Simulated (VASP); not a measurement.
```yaml
crystal:
  lattice:
    - [3.48110, 0.00000, 0.00000]
    - [-1.74055, 3.01472, 0.00000]
    - [0.00000, 0.00000, 18.67711]
  atoms:
    - { symbol: Se, position: [0.66667, 0.33333, 0.41619] }
    - { symbol: Se, position: [0.33333, 0.66667, 0.58381] }
    - { symbol: Ti, position: [0.00000, 0.00000, 0.50000] }
```

Computed with PBE GGA with D3 dispersion (Becke-Johnson damping), VASP's PBE PAW potentials (set 64) (plane waves; VASP). Settings: PREC = Normal, 400 eV cut-off, 18×18×1 Γ-centred mesh, first-order Methfessel-Paxton smearing of 0.10 eV, potentials Se Ti_sv.

Task: Predict the energy per atom (σ→0), band gap (on the k-mesh) with the smallest direct gap where there is one.

Result: 
```
Property                                                     Value
------------------------  ----------------------------------------
band gap (on the k-mesh)  none (metal, semimetal or under 0.01 eV)
energy per atom (σ→0)                               -6.366 eV/atom
```

Only differences to runs with the same potentials and settings are physical.

The cell is a sheet with vacuum, built from TiSe2 (1T layered).
